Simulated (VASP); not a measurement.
Energy against volume of BaF2 (fluorite). These are PBE GGA, VASP's PBE PAW potentials (set 64) (plane waves; VASP 6.6.1) values and carry that method's errors.

```tsv
V (Å³/atom)	E (eV/atom)
19.479	-5.69520
20.101	-5.70618
20.723	-5.70975
21.344	-5.70709
21.966	-5.69916
```

Question: Fit a third-order Birch-Murnaghan equation of state.

Answer: 
```
Quantity                                        Result
---------------------------------------  -------------
volume per atom                          20.75 Å³/atom
bulk modulus                                  53.2 GPa
pressure derivative of the bulk modulus           4.70
lattice constant a                             6.291 Å
```

Measured: bulk modulus 57.0 GPa (computed value off by -6.7 %), as given by On the Morphology of Group II Metal Fluoride Nanocrystals at Finite Temperature and Partial Pressure of HF, PMC6154342. The calculation is for a static lattice, while the measured bulk modulus holds thermal and zero-point effects, which are part of the difference.

The compound is BaF2 in the fluorite structure. It was relaxed first.
